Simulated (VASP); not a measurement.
Data:

```xyz
4
Lattice="4.1351 0.0000 0.0000 0.0000 4.1351 0.0000 0.0000 0.0000 4.1351" Properties=species:S:1:pos:R:3 pbc="T T T"
Sc     0.0000     0.0000     0.0000
Al     0.0000     2.0675     2.0675
Al     2.0675     0.0000     2.0675
Al     2.0675     2.0675     0.0000
```

Computed with RPBE GGA, VASP's PBE PAW potentials (set 64) (plane waves; VASP). Settings: 520 eV cut-off, Gaussian smearing of 0.050 eV, potentials Sc_sv Al.

Task: What does the run give for the band gap (along the path) with the smallest direct gap where there is one?

Result: 
```yaml
band gap (along the path): none (metal, semimetal or under 0.01 eV)
```

Only differences to runs with the same potentials and settings are physical.

The compound is Al3Sc in the L1_2 structure. It was relaxed first.
